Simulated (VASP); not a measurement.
Consider the following.

```
CELL_PARAMETERS angstrom
      3.71796     0.00000     0.00000
     -1.85898     3.21985     0.00000
      0.00000     0.00000     6.08458
ATOMIC_POSITIONS crystal
  Zr 0.00000 0.00000 0.00000
  S  0.66667 0.33333 0.76209
  S  0.33333 0.66667 0.23791
```

The numbers are results of PBE GGA, VASP's PBE PAW potentials (set 64) (plane waves; VASP), not measurements. Settings: 300 eV cut-off, 5×5×3 Γ-centred mesh, Gaussian smearing of 0.010 eV, potentials Zr_sv S.

The path is coarsely sampled, so an indirect gap can come out somewhat too large.

**Question.** Give the energies of bands 7 to 15 at the high-symmetry points, in eV from the valence-band maximum.

**Answer.** 
```csv
band,Γ,M,K,A,L,H
7,-4.10,-4.16,-3.23,-3.25,-4.26,-3.31
8,-2.70,-2.52,-3.18,-2.68,-2.99,-3.31
9,-2.70,-2.39,-3.18,-2.68,-2.50,-2.97
10,-0.10,-2.29,-1.94,-1.51,-2.15,-1.81
11,-0.10,-1.61,-1.94,-0.19,-0.97,-1.72
12,-0.04,-1.15,-1.40,-0.19,-0.79,-1.72
13,1.57,1.18,2.16,1.55,1.03,2.25
14,1.57,3.16,3.11,1.55,3.15,2.88
15,2.39,3.41,3.11,2.67,3.41,2.88
```

The gap is indirect, 1.03 eV, from the valence maximum at K-Γ at 0.80 to the conduction minimum at L.

The structure comes from a computed database's ZrS2 entry; how it stands against other phases isn't given here. The cell was not relaxed at this level.
